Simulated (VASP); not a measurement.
Input:

```xyz
4
Lattice="1.2776 -2.2128 0.0000 1.2776 2.2128 0.0000 0.0000 0.0000 4.2254" Properties=species:S:1:pos:R:3 pbc="T T T"
B      1.2776    -0.7376     2.1137
B      1.2776     0.7376     0.0010
N      1.2776    -0.7376     3.6962
N      1.2776     0.7376     1.5835
```

All values below come from modified Becke-Johnson potential (mBJ), VASP's PBE PAW potentials (set 64) (plane waves; VASP). Run with 520 eV cut-off, 8×8×4 Γ-centred mesh, Gaussian smearing of 0.050 eV, potentials B N.

mBJ is a potential without an energy functional, so only the levels count.

Problem. Give the energies of bands 3 to 10 at the high-symmetry points, in eV from the valence-band maximum.

Solution. 
```json
[
 {"band": "3", "Γ": "-10.45", "M": "-9.23", "K": "-8.63", "A": "-5.54", "L": "-9.67", "H": "-8.64"},
 {"band": "4", "Γ": "-2.02", "M": "-7.63", "K": "-7.12", "A": "-5.54", "L": "-9.67", "H": "-8.64"},
 {"band": "5", "Γ": "-2.02", "M": "-6.66", "K": "-7.12", "A": "-1.11", "L": "-3.56", "H": "-7.21"},
 {"band": "6", "Γ": "-0.25", "M": "-4.72", "K": "-5.14", "A": "-1.11", "L": "-3.56", "H": "-7.21"},
 {"band": "7", "Γ": "0.00", "M": "-4.03", "K": "-5.14", "A": "-1.11", "L": "-3.41", "H": "-2.86"},
 {"band": "8", "Γ": "0.00", "M": "-2.00", "K": "-5.12", "A": "-1.11", "L": "-3.41", "H": "-2.86"},
 {"band": "9", "Γ": "9.80", "M": "7.88", "K": "6.71", "A": "10.59", "L": "7.86", "H": "10.38"},
 {"band": "10", "Γ": "9.80", "M": "9.25", "K": "14.88", "A": "10.59", "L": "7.86", "H": "10.38"}
]
```

The gap is indirect, 6.71 eV, from the valence maximum at Γ to the conduction minimum at K.

The compound is BN in the wurtzite structure, a metastable high-pressure form. It was relaxed first. The cell's shape comes from a PBE relaxation.
